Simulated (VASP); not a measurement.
These are PBE GGA with D3 dispersion (zero damping), VASP's PBE PAW potentials (set 64) (plane waves; VASP) values and carry that method's errors.

The input files of a VASP run:

File KPOINTS:
```
Automatic
0
gamma
  15 15 8
0 0 0
```

### INCAR
```
SYSTEM = Re
PREC = Accurate
ENCUT = 520
EDIFF = 1E-7
NELM = 100
ALGO = Normal
LREAL = .FALSE.
LASPH = .TRUE.
ISMEAR = 1
SIGMA = 0.1
GGA = PE
IVDW = 11
LMAXMIX = 6
LWAVE = .FALSE.
LCHARG = .FALSE.
ISIF = 4
IBRION = 2
NSW = 30
EDIFFG = -0.01
```

POSCAR:
```
Re
1
    1.3482417349    -2.3352230745     0.0000000000
    1.3482417349     2.3352230745     0.0000000000
    0.0000000000     0.0000000000     4.3684760485
Re
2
Direct
  0.3333330000   0.6666670000   0.2500000000
  0.6666670000   0.3333330000   0.7500000000
```

POTCAR, in this order: Re (PBE.64 set). Program: vasp_std.

Unless said otherwise, spin-orbit coupling is left out, though it shifts the bands of the heavy elements here.

Question: What does the run give for the energy per atom (σ→0), dispersion energy, band gap (on the k-mesh)?

Answer: 
The energy per atom (σ→0) comes out as -12.932 eV/atom and the dispersion energy is -1.264 eV. The band gap (on the k-mesh) is none (metal, semimetal or under 0.01 eV).

OSZICAR:
```
...
   2 F= -.25864582E+02 E0= -.25864562E+02  d E =0.809072E-04
       N       E                     dE             d eps       ncg     rms          rms(c)
DAV:   1    -0.246007970231E+02   -0.34740E-03   -0.11734E-02  4539   0.404E+00    0.588E-02
DAV:   2    -0.246007079246E+02    0.89098E-04   -0.12887E-04  5466   0.151E-01    0.295E-02
DAV:   3    -0.246006801211E+02    0.27804E-04   -0.58733E-05  5621   0.112E-01    0.535E-03
DAV:   4    -0.246006802155E+02   -0.94472E-07   -0.17362E-06  4756   0.146E-02    0.193E-03
DAV:   5    -0.246006801355E+02    0.79983E-07   -0.73203E-09  2358   0.482E-03
   3 F= -.25864709E+02 E0= -.25864705E+02  d E =-.455877E-04
```

The compound is Re in the hcp structure. This cell is one point of a volume scan, at 0.94 of the reference volume. Symmetry was kept, so distortions that lower it aren't found.
